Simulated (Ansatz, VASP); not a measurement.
# Cross-check of Al6Si between VASP and Ansatz, part 2 of 2

Aim: how closely do two programs agree when they are given the same cell, functional and k mesh? The cell is generated by rule, not measured, and may not be a known phase. The cell is taken from a series of runs on this material, whose earlier steps may have relaxed, scaled, displaced or heated it; both programs get it as it stands.

VASP 6.6.1 and Ansatz 0.2.0.

So far: The starting structure; VASP: zone-centre phonons, PBEsol.

### 2. VASP: zone-centre phonons, PBEsol (continued)

Level of this step: PBEsol; plane waves and PAW (Si, Al); invented cell (VASP).

Numbers of over 12 decimals in the logs are rounded to 6 here.

OUTCAR, selected parts (step 2):

```text
ion  position               nearest neighbor table
   1  0.000  0.000  0.000-   7 2.81   6 2.81   2 2.81   4 2.81   3 2.81   5 2.81   5 2.81   3 2.81
                             2 2.81   4 2.81   7 2.81   6 2.81
   2  0.142  0.571  0.284-   4 2.79   1 2.81   7 2.81   3 2.81   1 2.81   6 2.81   5 2.81   3 2.82
                             7 2.82   4 2.82   5 2.83   6 2.83
   3  0.571  0.284  0.142-   5 2.79   1 2.81   7 2.81   2 2.81   1 2.81   6 2.81   4 2.81   2 2.82
                             7 2.82   5 2.82   4 2.83   6 2.83
   4  0.858  0.429  0.716-   2 2.79   1 2.81   6 2.81   5 2.81   1 2.81   7 2.81   3 2.81   5 2.82
                             6 2.82   2 2.82   3 2.83   7 2.83
   5  0.429  0.716  0.858-   3 2.79   1 2.81   6 2.81   4 2.81   1 2.81   7 2.81   2 2.81   4 2.82
                             6 2.82   3 2.82   2 2.83   7 2.83
   6  0.716  0.858  0.429-   7 2.79   1 2.81   5 2.81   4 2.81   1 2.81   2 2.81   3 2.81   4 2.82
                             5 2.82   7 2.82   3 2.83   2 2.83
   7  0.284  0.142  0.571-   6 2.79   1 2.81   3 2.81   2 2.81   1 2.81   4 2.81   5 2.81   2 2.82
                             3 2.82   6 2.82   5 2.83   4 2.83

  LATTYP: Found a trigonal (rhomboedric) cell.
 ALAT       =     4.8775466766
 COS(alpha) =    -0.1678887687

 Subroutine GETGRP returns: Found  6 space group operations
 (whereof  6 operations were pure point group operations)

The static configuration has the point symmetry S_6 .

 Found     40 irreducible k-points:

   k-points           NKPTS =     40   k-points in BZ     NKDIM =     40   number of bands    NBANDS=     18

   dimension x,y,z NGX =    36 NGY =   36 NGZ =   36
   dimension x,y,z NGXF=    72 NGYF=   72 NGZF=   72

   ENCUT  =  500.0 eV  36.75 Ry    6.06 a.u.   8.89  8.89  8.89*2*pi/ulx,y,z

   NELECT =      22.0000    total number of electrons

 k-points in reciprocal lattice and weights: Automatic mesh
   0.00000000  0.00000000  0.00000000       0.005
   0.16666667  0.00000000  0.00000000       0.028
   0.33333333  0.00000000  0.00000000       0.028
   0.50000000  0.00000000  0.00000000       0.014
   0.16666667  0.16666667  0.00000000       0.028
   0.33333333  0.16666667  0.00000000       0.028
  -0.33333333 -0.00000000 -0.16666667       0.028
   0.50000000  0.16666667  0.00000000       0.028
   0.50000000  0.00000000 -0.16666667       0.028
[...]
-0.33333333  0.50000000  0.33333333       0.028
   0.50000000  0.50000000  0.50000000       0.005

 average (electrostatic) potential at core
       1 -81.0533       2 -71.7428       3 -71.7428       4 -71.7428       5 -71.7428
       6 -71.7428       7 -71.7428

 Eigenvectors and eigenvalues of the dynamical matrix
 ----------------------------------------------------

   1 f  =    9.354067 THz    58.773334 2PiTHz  312.018076 cm-1    38.685294 meV
             X         Y         Z           dx          dy          dz
      0.000000  0.000000  0.000000    -0.000000   -0.000000    0.000000
     -1.599014  0.311452  2.285183     0.307156   -0.158443    0.217296
      1.069232  1.229061  2.285183    -0.290794   -0.186783    0.217296
      1.599014 -0.311452  4.600053    -0.307156    0.158443   -0.217296
     -1.069232 -1.229061  4.600053     0.290794    0.186783   -0.217296
     -0.529782  1.540513  4.600053     0.016362   -0.345226   -0.217296
      0.529782 -1.540513  2.285183    -0.016362    0.345226    0.217296

   2 f  =    9.237365 THz    58.040079 2PiTHz  308.125346 cm-1    38.202657 meV
             X         Y         Z           dx          dy          dz
      0.000000  0.000000  0.000000     0.000000   -0.000000   -0.000000
     -1.599014  0.311452  2.285183     0.173267    0.462212   -0.052032
      1.069232  1.229061  2.285183    -0.132654    0.181493   -0.228065
      1.599014 -0.311452  4.600053    -0.173267   -0.462212    0.052032
     -1.069232 -1.229061  4.600053     0.132654   -0.181493    0.228065
     -0.529782  1.540513  4.600053    -0.263416   -0.056917   -0.280096
      0.529782 -1.540513  2.285183     0.263416    0.056917    0.280096

   3 f  =    9.237365 THz    58.040079 2PiTHz  308.125346 cm-1    38.202657 meV
             X         Y         Z           dx          dy          dz
      0.000000  0.000000  0.000000    -0.000000   -0.000000   -0.000000
     -1.599014  0.311452  2.285183     0.004869   -0.029420    0.293387
      1.069232  1.229061  2.285183     0.285588   -0.335340   -0.191754
      1.599014 -0.311452  4.600053    -0.004869    0.029420   -0.293387
     -1.069232 -1.229061  4.600053    -0.285588    0.335340    0.191754
     -0.529782  1.540513  4.600053    -0.410164   -0.060730    0.101633
      0.529782 -1.540513  2.285183     0.410164    0.060730   -0.101633

   4 f  =    8.949032 THz    56.228429 2PiTHz  298.507591 cm-1    37.010208 meV
             X         Y         Z           dx          dy          dz
      0.000000  0.000000  0.000000    -0.000000    0.000000   -0.249170
     -1.599014  0.311452  2.285183    -0.364142   -0.147955    0.042769
      1.069232  1.229061  2.285183     0.053938    0.389333    0.042769
      1.599014 -0.311452  4.600053    -0.364142   -0.147955    0.042769
     -1.069232 -1.229061  4.600053     0.053938    0.389333    0.042769
     -0.529782  1.540513  4.600053     0.310204   -0.241379    0.042769
      0.529782 -1.540513  2.285183     0.310204   -0.241379    0.042769

   5 f  =    8.540642 THz    53.662436 2PiTHz  284.885151 cm-1    35.321241 meV
             X         Y         Z           dx          dy          dz
      0.000000  0.000000  0.000000     0.276344    0.111089   -0.000000
     -1.599014  0.311452  2.285183     0.009706    0.263523    0.363250
      1.069232  1.229061  2.285183    -0.320724   -0.111049   -0.167497
      1.599014 -0.311452  4.600053     0.009706    0.263523    0.363250
     -1.069232 -1.229061  4.600053    -0.320724   -0.111049   -0.167497
     -0.529782  1.540513  4.600053     0.168879   -0.209924   -0.195752
      0.529782 -1.540513  2.285183     0.168879   -0.209924   -0.195752

   6 f  =    8.540642 THz    53.662436 2PiTHz  284.885151 cm-1    35.321241 meV
             X         Y         Z           dx          dy          dz
      0.000000  0.000000  0.000000    -0.111089    0.276344    0.000000
     -1.599014  0.311452  2.285183     0.301822   -0.104465    0.016313
      1.069232  1.229061  2.285183    -0.072749    0.225965   -0.322740
      1.599014 -0.311452  4.600053     0.301822   -0.104465    0.016313
     -1.069232 -1.229061  4.600053    -0.072749    0.225965   -0.322740
     -0.529782  1.540513  4.600053    -0.171624   -0.263638    0.306427
      0.529782 -1.540513  2.285183    -0.171624   -0.263638    0.306427

   7 f  =    7.194014 THz    45.201326 2PiTHz  239.966493 cm-1    29.752040 meV
             X         Y         Z           dx          dy          dz
      0.000000  0.000000  0.000000     0.000000    0.000000    0.000000
     -1.599014  0.311452  2.285183    -0.266949   -0.139696    0.275482
      1.069232  1.229061  2.285183     0.012495    0.301032    0.275482
      1.599014 -0.311452  4.600053     0.266949    0.139696   -0.275482
     -1.069232 -1.229061  4.600053    -0.012495   -0.301032   -0.275482
     -0.529782  1.540513  4.600053    -0.254454    0.161337   -0.275482
      0.529782 -1.540513  2.285183     0.254454   -0.161337    0.275482

   8 f  =    7.173324 THz    45.071323 2PiTHz  239.276329 cm-1    29.666470 meV
             X         Y         Z           dx          dy          dz
      0.000000  0.000000  0.000000     0.000000    0.000000    0.000000
     -1.599014  0.311452  2.285183    -0.020648    0.257360    0.344475
      1.069232  1.229061  2.285183    -0.313474    0.068944    0.096213
      1.599014 -0.311452  4.600053     0.020648   -0.257360   -0.344475
     -1.069232 -1.229061  4.600053     0.313474   -0.068944   -0.096213
     -0.529782  1.540513  4.600053     0.003888    0.090443    0.440688
      0.529782 -1.540513  2.285183    -0.003888   -0.090443   -0.440688

   9 f  =    7.173324 THz    45.071323 2PiTHz  239.276329 cm-1    29.666470 meV
             X         Y         Z           dx          dy          dz
      0.000000  0.000000  0.000000    -0.000000    0.000000    0.000000
     -1.599014  0.311452  2.285183    -0.100119    0.204692   -0.309980
      1.069232  1.229061  2.285183     0.088297   -0.088134    0.453314
      1.599014 -0.311452  4.600053     0.100119   -0.204692    0.309980
     -1.069232 -1.229061  4.600053    -0.088297    0.088134   -0.453314
     -0.529782  1.540513  4.600053    -0.247683   -0.221452    0.143334
      0.529782 -1.540513  2.285183     0.247683    0.221452   -0.143334

  10 f  =    6.713296 THz    42.180885 2PiTHz  223.931461 cm-1    27.763950 meV
             X         Y         Z           dx          dy          dz
      0.000000  0.000000  0.000000    -0.406462   -0.025920    0.000000
     -1.599014  0.311452  2.285183     0.300585    0.007624    0.029205
      1.069232  1.229061  2.285183    -0.048454    0.203299    0.332580
      1.599014 -0.311452  4.600053     0.300585    0.007624    0.029205
     -1.069232 -1.229061  4.600053    -0.048454    0.203299    0.332580
     -0.529782  1.540513  4.600053    -0.043394   -0.196816   -0.361785
      0.529782 -1.540513  2.285183    -0.043394   -0.196816   -0.361785

  11 f  =    6.713296 THz    42.180885 2PiTHz  223.931461 cm-1    27.763950 meV
             X         Y         Z           dx          dy          dz
      0.000000  0.000000  0.000000    -0.025920    0.406462    0.000000
     -1.599014  0.311452  2.285183     0.001781    0.161427   -0.400892
      1.069232  1.229061  2.285183    -0.193894   -0.187612    0.225738
      1.599014 -0.311452  4.600053     0.001781    0.161427   -0.400892
     -1.069232 -1.229061  4.600053    -0.193894   -0.187612    0.225738
     -0.529782  1.540513  4.600053     0.206221   -0.182552    0.175154
      0.529782 -1.540513  2.285183     0.206221   -0.182552    0.175154

  12 f  =    6.470771 THz    40.657051 2PiTHz  215.841674 cm-1    26.760945 meV
             X         Y         Z           dx          dy          dz
      0.000000  0.000000  0.000000     0.000000    0.000000    0.749802
     -1.599014  0.311452  2.285183    -0.003875   -0.237891   -0.127902
      1.069232  1.229061  2.285183    -0.204082    0.122302   -0.127902
      1.599014 -0.311452  4.600053    -0.003875   -0.237891   -0.127902
    [... 91 further lines ...]
     -0.529782  1.540513  4.600053    -0.376696   -0.012279   -0.000052
      0.529782 -1.540513  2.285183    -0.376696   -0.012279   -0.000052

 ELASTIC MODULI CONTR FROM IONIC RELAXATION (kBar)
 Direction    XX          YY          ZZ          XY          YZ          ZX
 --------------------------------------------------------------------------------
 XX         -22.1834     13.5584      7.2986     -0.1021      3.8108    -15.1717
 YY          13.5584    -22.1834      7.2986     -0.1021     -3.8108     15.1717
 ZZ           7.2986      7.2986    -13.8158      0.1891     -0.0000     -0.0000
 XY          -0.1021     -0.1021      0.1891    -17.8744     15.0876      4.1491
 YZ           3.8108     -3.8108     -0.0000     15.0876    -22.1127     -0.4431
 ZX         -15.1717     15.1717      0.0000      4.1491     -0.4431    -22.4101
 --------------------------------------------------------------------------------
```

### 3. Ansatz: zone-centre phonons, PBEsol

Ansatz runs on its default PAW (the set named soft_2) files.

The same cell, functional, mesh and smearing now go to Ansatz, which takes its cutoff from its data sets.

File input.yaml:

```yaml
crystal:
  lattice:
    - [3.7272384472, 2.1519221209, 2.2950787189]
    - [-3.7272384472, 2.1519221209, 2.2950787189]
    - [0.0, -4.3038442417, 2.2950787189]
  atoms:
    - { symbol: Si, position: [0.0, 0.0, 0.0] }
    - { symbol: Al, position: [0.1415142355, 0.5705219304, 0.2836520451] }
    - { symbol: Al, position: [0.5705219304, 0.2836520451, 0.1415142355] }
    - { symbol: Al, position: [0.8584857645, 0.4294780696, 0.7163479549] }
    - { symbol: Al, position: [0.4294780696, 0.7163479549, 0.8584857645] }
    - { symbol: Al, position: [0.7163479549, 0.8584857645, 0.4294780696] }
    - { symbol: Al, position: [0.2836520451, 0.1415142355, 0.5705219304] }
kpoints:
  mp_grid: { grid: [6, 6, 6] }
hamiltonian:
  xc: pbesol
scf:
  occupations: { method: methfessel_paxton, width: 0.15 }
output:
  eigenvalues: true
phonons:
  method: dfpt
```

Started as:

```sh
$ ansatz run input.yaml --threads 8 --pin off --max-ram 14336MiB --backend cpu --events-out ev --progress --plain --runs-dir out
```

Log:

```text
Engine: ansatz 0.2.0, aarch64-unknown-linux-gnu
Pseudopotentials: kind: paw
Pseudopotential: Si, paw, valence charge 4, recommended cutoff 420 eV (normal), Si.paw.azcp
Pseudopotential: Al, paw, valence charge 3, recommended cutoff 420 eV (normal), Al.paw.azcp
Functional definition: PBEsol
  exchange = pbesol_x
  correlation = pbesol_c
Crystal: 7 atoms, lattice volume = 110.449 Å³
Basis set: ecut = 420 eV, 2173 PW (Γ), exchange–correlation on 72×72×72 points (8 copies of the dense FFT grid, shifted against one another)
Bands: 18, of which v1, the nominal top of the filled ones, is band 11 counted from 1 (10 counted from 0)
Symmetry: 6 space group operations
k-points: 112 of 216 (irreducible under 1 space group operation, time reversal used)
Non-local potential: Si, projectors of the file, l = 0: 2, l = 1: 2, l = 2: 2
Non-local potential: Al, projectors of the file, l = 0: 2, l = 1: 2, l = 2: 1
PAW form: soft (Blöchl's): semilocal exchange-correlation on the pseudo side does not see the compensation charge
PAW frozen core: Si, regenerated for the run's functional, and the local potential with it (the file was generated under x = pbe(κ = 0.804, μ = 0.219515), c = pbe(β = 0.066725))
PAW frozen core: Al, regenerated for the run's functional, and the local potential with it (the file was generated under x = pbe(κ = 0.804, μ = 0.219515), c = pbe(β = 0.066725))
PAW one-centre angular grid: Si, 110 points (default); XC on 64 Gauss nodes
PAW one-centre angular grid: Al, 110 points (default); XC on 64 Gauss nodes
Initial density: superposition of atomic densities (neutral atoms: chi_scale 0, normalization atom), corrected by the library's trained network
Initial wavefunctions: pseudopotential atomic-orbital guess
Functional: x = pbesol(κ = 0.804, μ = 0.123457), c = pbesol(β = 0.046)
SCF iter   1: F=—  HF=-3768.450143 eV  |F-HF|=—  |Δ(HF+E_count)|=         —  Δρ=1.43e-3  dr2=4.04e-3  ethr=1.77e-3  ⟨swp⟩=6.1  Hψ=12031  notcnv=0
preconditioner: auto → Kerker (q_TF=auto, 2.085 Å⁻¹)  [metal: Δε(μ)=0.038 eV  Ē_g=7.076 eV  σ=0.150 eV  W_gap=0.21  n_scr=18 (ndim 8)  ℏωp=16.6 eV  f_vac=0.000  D(μ)=3.86/eV (n_scr^D=24)]
SCF iter   2: F=—  HF=-3768.449701 eV  |F-HF|=—  |Δ(HF+E_count)|=   4.42e-4  S|Δr|=    0.00e0  Δρ=7.81e-4  dr2=9.58e-4  ethr=1.83e-5  ⟨swp⟩=1.7  Hψ=3205  notcnv=0
SCF iter   3: F=—  HF=-3768.449529 eV  |F-HF|=—  |Δ(HF+E_count)|=   1.72e-4  S|Δr|=    0.00e0  Δρ=1.29e-4  dr2=1.98e-5  ethr=4.36e-6  ⟨swp⟩=2.6  Hψ=3030  notcnv=0
SCF iter   4: F=—  HF=-3768.449523 eV  |F-HF|=—  |Δ(HF+E_count)|=   6.03e-6  S|Δr|=    0.00e0  Δρ=1.74e-5  dr2=4.30e-7  ethr=9.00e-8  ⟨swp⟩=2.1  Hψ=3042  notcnv=0
SCF iter   5: F=—  HF=-3768.449524 eV  |F-HF|=—  |Δ(HF+E_count)|=   3.80e-7  S|Δr|=    0.00e0  Δρ=2.54e-6  dr2=9.16e-9  ethr=1.95e-9  ⟨swp⟩=2.0  Hψ=3067  notcnv=0
SCF iter   6: F=—  HF=-3768.449524 eV  |F-HF|=—  |Δ(HF+E_count)|=   2.99e-9  S|Δr|=    0.00e0  Δρ=2.80e-7  dr2=1.20e-10  ethr=4.17e-11  ⟨swp⟩=2.3  Hψ=3188  notcnv=0
SCF iter   7: F=-3768.449524 eV  HF=-3768.449524 eV  |F-HF|=1.82e-12  |Δ(HF+E_count)|=  4.37e-11  S|Δr|=    0.00e0  Δρ=3.15e-8  dr2=1.48e-12  ethr=1.00e-12  ⟨swp⟩=8.9  Hψ=10222  notcnv=0
SCF 1 converged in 7 iterations: F = -3768.449524 eV  dr2 = 1.48e-12
  greatest PAW one-centre occupation: 0.666 electrons in one spin orbital (limit 2), on the Si atom at site 0 (counted from 0), in its partial waves of l = 0
DFPT response loops at Γ: preconditioner auto → Kerker (q_TF=auto, 2.085 Å⁻¹) (partly filled bands, converged f_vac=0.000); β = 1.00, the filter's whole step (`scf.mixing.beta` (0.50) is not read by the response loops under this deck's `scf.mixing.preconditioner`; to damp them name `kerker` or `kerker_dos`, under which they read `scf.mixing.beta`, and type it under 1.00, their step now; both keys bind the ground state too); Broyden in place of MSR1
SCF converged after 7 iterations
Stability not checked: this state was not tested for a lower state beside it, because cold or Methfessel-Paxton smearing, or corrected tetrahedra, fill the levels in a way that the test cannot read (fill_not_monotonic; see scf.lower_state_search)
Free energy (F): -3768.449524 eV
Harris-Foulkes:  -3768.449524 eV  (|F-HF|=1.82e-12)
Internal energy: -3768.445918 eV  (E = F + TS)
E sigma→0 (E₀):  -3768.448622 eV
Entropy (-TS):   -0.003606 eV (-0.515 meV/atom)
Fermi energy:    8.538892 eV
--- Per-component energies (eV) ---
  E_band       = 83.948794
  E_kinetic    = 180.677265
  E_local      = 54.632291  (includes V_loc(G=0)·N_el)
  E_nonlocal   = 87.676281
  E_hartree    = 4.591209
  E_xc         = -293.144759
  E_vxc        = -224.394964  (∫ρ·V_xc dr)
  E_paw        = -3226.849100  (= ΣΔE_a)
  E_vpaw       = -23.824487  (= ΣTr[D̂ρ^β])
  E_aug_tail   = -0.000007  (compensation charges beyond the density's cutoff)
  E_ewald      = -576.175493
  E_core_change = 0.146395  (= ΣΔE_core)
  E_smearing   = -0.003606  (= −TS)
  E_closure    = 0.000000  (closes the sum)
  Σ components = -3768.449524   (vs F -3768.449524, Δ=0.00e0)
--- Band table (eV; the first three rows and the last of 112) ---
  k-point 0: bands = [... 7 lower, 6.6177, 6.7696, 6.7696, 7.2907, 7.2914, 7.2914, 11.5303, 11.7489, ... 3 higher]
  k-point 1: bands = [... 7 lower, 5.5229, 5.7795, 7.0586, 7.2332, 8.4852, 8.8040, 9.7918, 10.3556, ... 3 higher]
  k-point 2: bands = [... 7 lower, 5.0264, 7.0623, 7.4967, 7.6376, 8.0495, 8.6214, 9.9942, 10.1512, ... 3 higher]
  k-point 111: bands = [... 7 lower, 3.8274, 10.3941, 10.3941, 10.8018, 10.9763, 11.0958, 11.0958, 12.6261, ... 3 higher]
--- Phonons (Γ-DFPT): 5 representative perturbations + reference, on 112 of 216 k-points (Σ response iterations 15) ---
  k mesh reduced under 1 symmetry operation, with k and −k counted as one. Each operation leaves every solved perturbation unchanged. A smaller set is not used because it would not reduce the number of displacements times k-points to solve
  ASR residual: 1.109e-5 → 0.000e0 eV/Å²; symmetrization residual: 9.498e-7 eV/Å²
  ASR residual per site (eV/Å²): 7.45e-6 1.11e-5 8.50e-6 1.11e-5 8.50e-6 7.38e-6 7.38e-6
  Γ frequencies (cm⁻¹): 0.00 0.00 0.00 152.15 161.83 161.83 174.46 174.46 177.50 215.34 223.34 223.34 238.46 238.46 239.29 284.18 284.18 297.76 306.75 306.75 310.80
  non-analytic LO–TO correction: not included (Born effective charges unavailable; polar crystals: no LO–TO splitting at Γ)
```

In the SCF lines HF is the Harris–Foulkes energy and dr2 the Hartree energy of the density residual, in eV; the loop may stop once dr2 is under the threshold and the program's other checks hold. Hψ counts applications of the Hamiltonian.

### 4. Comparison

Known differences besides the potentials themselves: the cutoff is 420 eV in Ansatz and 500 eV in VASP; Ansatz makes its cores anew for this functional, VASP keeps those of its PBE data sets. Total energies have different zeros and are not compared.

Both answers:

```csv
quantity,Ansatz,VASP,difference
optical mode 1 (cm⁻¹),152.2,152.9,-0.51 %
optical mode 2 to 3 (cm⁻¹),161.8,162.5,-0.39 %
optical mode 4 to 5 (cm⁻¹),174.5,175.1,-0.39 %
optical mode 6 (cm⁻¹),177.5,178.2,-0.37 %
optical mode 7 (cm⁻¹),215.3,215.8,-0.23 %
optical mode 8 to 9 (cm⁻¹),223.3,223.9,-0.26 %
optical mode 10 to 11 (cm⁻¹),238.5,239.3,-0.34 %
optical mode 12 (cm⁻¹),239.3,240.0,-0.28 %
optical mode 13 to 14 (cm⁻¹),284.2,284.9,-0.25 %
optical mode 15 (cm⁻¹),297.8,298.5,-0.25 %
optical mode 16 to 17 (cm⁻¹),306.8,308.1,-0.45 %
optical mode 18 (cm⁻¹),310.8,312.0,-0.39 %
```

Modes are paired by rising frequency, not by their patterns, so a pair may set unlike modes beside each other; they are those without the splitting of longitudinal modes.

### 5. Outcome

| Quantity | Value |
| --- | --- |
| r.m.s. difference of the optical zone-centre modes, each program's sorted by frequency (zone-centre phonons, PBEsol) | 0.83 cm⁻¹ |
| difference in optical mode 1 (zone-centre phonons, PBEsol) | -0.5 % |

In words: The r.m.s. difference of the optical zone-centre modes, each program's sorted by frequency is 0.83 cm⁻¹ (zone-centre phonons, PBEsol). Among the rows given in per cent, the largest difference of the zone-centre phonons, PBEsol pair is in optical mode 1, -0.5 %. Such differences can come from data sets, numerical settings and the points named under the comparisons, not from the functional's error against experiment.

[Lines on the potential files, build, host, timing and source positions are cut from VASP's logs without a mark.]

[Logs are printed without paths, hosts, clocks, repeated set-up lines and the standing remarks that a program may print on its own settings, such as how far it seeks lower states.]

[Hosts, paths, dates, database ids (printed as entryN), source tags and the programs' standing remarks are cut or masked in the printed files.]
